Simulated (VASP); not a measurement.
Given:

```yaml
crystal:
  lattice:
    - [4.37031, 0.00000, 0.00000]
    - [0.00000, 4.37031, 0.00000]
    - [0.00000, 0.00000, 4.37031]
  atoms:
    - { symbol: Cs, position: [0.00000, 0.00000, 0.00000] }
    - { symbol: Br, position: [0.50000, 0.50000, 0.50000] }
```

These are PBE GGA with D4 dispersion, VASP's PBE PAW potentials (set 64) (plane waves; VASP 6.6.1) values and carry that method's errors. Settings: 520 eV cut-off, 6×6×6 Γ-centred mesh, Gaussian smearing of 0.050 eV, potentials Cs_sv Br.

Task: The job: CsBr (CsCl type), 2 atoms, PBE-D4, static run, 520 eV, 6×6×6 Γ-centred mesh. Roughly how much core time does it take on a busy server core?

Result: About 10 core-seconds (one run on a shared machine, a rough figure). It had 20 irreducible k-points, 12 bands, up to 2301 plane waves and 13 electronic steps.

The compound is CsBr in the CsCl type structure. This cell is one point of a volume scan, at 1.03 of the reference volume.
